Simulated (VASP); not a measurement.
Output of a VASP run:

File OSZICAR:
```
       N       E                     dE             d eps       ncg     rms          rms(c)
DAV:   1     0.103708765711E+03    0.10371E+03   -0.11053E+04   396   0.109E+03
DAV:   2    -0.122675333880E+02   -0.11598E+03   -0.11380E+03   443   0.287E+02
DAV:   3    -0.327016339652E+02   -0.20434E+02   -0.20288E+02   685   0.763E+01
DAV:   4    -0.378487675374E+02   -0.51471E+01   -0.51147E+01   712   0.482E+01
DAV:   5    -0.387961122570E+02   -0.94734E+00   -0.94706E+00   653   0.172E+01    0.708E+00
DAV:   6    -0.372543794459E+02    0.15417E+01   -0.21380E+00   542   0.912E+00    0.355E+00
DAV:   7    -0.364351300217E+02    0.81925E+00   -0.17808E+00   527   0.580E+00    0.691E-01
DAV:   8    -0.363824195270E+02    0.52710E-01   -0.35455E-01   625   0.296E+00    0.477E-01
DAV:   9    -0.363499242565E+02    0.32495E-01   -0.52094E-02   546   0.107E+00    0.246E-01
DAV:  10    -0.363389044161E+02    0.11020E-01   -0.21462E-02   590   0.570E-01    0.140E-01
DAV:  11    -0.363396150482E+02   -0.71063E-03   -0.46120E-03   457   0.343E-01    0.761E-02
DAV:  12    -0.363409941219E+02   -0.13791E-02   -0.26959E-03   513   0.184E-01    0.387E-02
DAV:  13    -0.363417197643E+02   -0.72564E-03   -0.56884E-04   452   0.993E-02    0.205E-02
DAV:  14    -0.363421682584E+02   -0.44849E-03   -0.12039E-04   482   0.488E-02    0.916E-03
DAV:  15    -0.363427332559E+02   -0.56500E-03   -0.11708E-04   402   0.361E-02    0.806E-03
DAV:  16    -0.363430289295E+02   -0.29567E-03   -0.39239E-05   370   0.209E-02    0.310E-03
DAV:  17    -0.363431270182E+02   -0.98089E-04   -0.75829E-06   379   0.984E-03    0.296E-03
DAV:  18    -0.363432313014E+02   -0.10428E-03   -0.68751E-06   350   0.857E-03    0.142E-03
DAV:  19    -0.363432440941E+02   -0.12793E-04   -0.48342E-07   357   0.378E-03    0.714E-04
DAV:  20    -0.363432517328E+02   -0.76387E-05   -0.31698E-07   334   0.318E-03
   1 F= -.36343252E+02 E0= -.36343252E+02  d E =-.363433E+02
       N       E                     dE             d eps       ncg     rms          rms(c)
DAV:   1    -0.363457092409E+02   -0.24651E-02   -0.46764E-01   380   0.474E+00    0.533E-02
DAV:   2    -0.363461122733E+02   -0.40303E-03   -0.46345E-03   447   0.476E-01    0.252E-02
DAV:   3    -0.363461306578E+02   -0.18385E-04   -0.32407E-04   627   0.118E-01    0.705E-03
DAV:   4    -0.363461354088E+02   -0.47510E-05   -0.43197E-05   503   0.363E-02
   2 F= -.36346135E+02 E0= -.36346135E+02  d E =-.288368E-02
       N       E                     dE             d eps       ncg     rms          rms(c)
DAV:   1    -0.363462317034E+02   -0.10105E-03   -0.42043E+00   380   0.142E+01    0.148E-01
DAV:   2    -0.363499151829E+02   -0.36835E-02   -0.42054E-02   444   0.145E+00    0.763E-02
DAV:   3    -0.363500571299E+02   -0.14195E-03   -0.28547E-03   644   0.351E-01    0.185E-02
DAV:   4    -0.363501230267E+02   -0.65897E-04   -0.40293E-04   489   0.110E-01    0.126E-02
DAV:   5    -0.363501604616E+02   -0.37435E-04   -0.47723E-05   536   0.391E-02    0.660E-03
DAV:   6    -0.363501977714E+02   -0.37310E-04   -0.17153E-05   389   0.274E-02    0.272E-03
DAV:   7    -0.363502217227E+02   -0.23951E-04   -0.73871E-06   354   0.148E-02    0.180E-03
DAV:   8    -0.363502516463E+02   -0.29924E-04   -0.66162E-06   367   0.108E-02    0.897E-04
DAV:   9    -0.363502612950E+02   -0.96487E-05   -0.15865E-06   377   0.623E-03
   3 F= -.36350261E+02 E0= -.36350261E+02  d E =-.700956E-02
```

### OUTCAR
```
------------------------ aborting loop because EDIFF is reached ----------------------------------------
  FORCE on cell =-STRESS in cart. coord.  units (eV):
  Direction    XX          YY          ZZ          XY          YZ          ZX
  --------------------------------------------------------------------------------------
  Total       -1.2720143     -1.2720143     -0.9836956      0.0000000     -0.0000000      0.0000000
  in kB       -9.7139993     -9.7139993     -7.5121940      0.0000000     -0.0000000      0.0000000
  external PRESSURE =      -8.9800642 kB  Pullay stress =       0.0000000 kB
  volume of cell :      209.80
      direct lattice vectors                 reciprocal lattice vectors
     2.811345418  0.000000000  0.000000000     0.355701577  0.000000000  0.000000000
     0.000000000  2.811345418  0.000000000     0.000000000  0.355701577  0.000000000
     0.000000000  0.000000000 26.544594579     0.000000000  0.000000000  0.037672453
 POSITION                                       TOTAL-FORCE (eV/Angst)
 -----------------------------------------------------------------------------------
      0.00000      1.40567      8.33252         0.000000      0.000000      0.016437
      1.40567      0.00000     10.28386         0.000000     -0.000000     -0.022549
      0.00000      1.40567     12.27790         0.000000     -0.000000     -0.006404
      1.40567      0.00000     14.26669         0.000000     -0.000000      0.006404
      0.00000      1.40567     16.26074        -0.000000      0.000000      0.022549
      1.40567      0.00000     18.21207        -0.000000     -0.000000     -0.016437
      0.00000      1.40567     10.28476         0.000000     -0.000000      0.006943
      1.40567      0.00000      8.28567         0.000000     -0.000000      0.014520
      0.00000      1.40567     14.26655         0.000000     -0.000000      0.006862
      1.40567      0.00000     12.27804         0.000000     -0.000000     -0.006862
      0.00000      1.40567     18.25893         0.000000      0.000000     -0.014520
      1.40567      0.00000     16.25984        -0.000000     -0.000000     -0.006943
 -----------------------------------------------------------------------------------
    total drift:                                0.000000      0.000000      0.000000
  FREE ENERGIE OF THE ION-ELECTRON SYSTEM (eV)
  ---------------------------------------------------
  free  energy   TOTEN  =       -36.3502612950 eV

  energy  without entropy=      -36.3502612950  energy(sigma->0) =      -36.35026129

 reached required accuracy - stopping structural energy minimisation
```
(Selected blocks of OUTCAR.)

### POSCAR
```
LiH(100) slab
1
    2.8113454178    -0.0000000000    -0.0000000000
   -0.0000000000     2.8113454178     0.0000000000
    0.0000000000     0.0000000000    26.5445945787
Li H
6 6
Direct
  0.0000000000   0.5000000000   0.3127750000
  0.5000000000   0.0000000000   0.3876650000
  0.0000000000   0.5000000000   0.4625550000
  0.5000000000   0.0000000000   0.5374450000
  0.0000000000   0.5000000000   0.6123350000
  0.5000000000   0.0000000000   0.6872250000
  0.0000000000   0.5000000000   0.3876650000
  0.5000000000   0.0000000000   0.3127750000
  0.0000000000   0.5000000000   0.5374450000
  0.5000000000   0.0000000000   0.4625550000
  0.0000000000   0.5000000000   0.6872250000
  0.5000000000   0.0000000000   0.6123350000
```

Problem. Write an INCAR and KPOINTS that could have produced this output.

Solution. One answer among several that fit: the input of the run itself, PBEsol GGA, plane waves, VASP's PBE PAW potentials (set 64).

INCAR:
```
SYSTEM = LiH(100) slab
PREC = Normal
ENCUT = 450
EDIFF = 1E-5
NELM = 100
ALGO = Normal
LREAL = .FALSE.
LASPH = .TRUE.
ISMEAR = 0
SIGMA = 0.05
GGA = PS
LWAVE = .TRUE.
LCHARG = .FALSE.
NELMIN = 4
LDIPOL = .TRUE.
IDIPOL = 3
DIPOL = 0.5 0.5 0.5
IBRION = 2
ISIF = 2
NSW = 50
EDIFFG = -0.03
```

**KPOINTS**
```
Automatic mesh
0
Gamma
7 7 1
0 0 0
```

POTCAR, in this order: Li_sv H (PBE.64 set). Program: vasp_std.

At this cut-off the stress carries a Pulay error, which pulls relaxed volumes low.

The cell is a thin slab with vacuum, built from LiH (rock salt): (100) face.
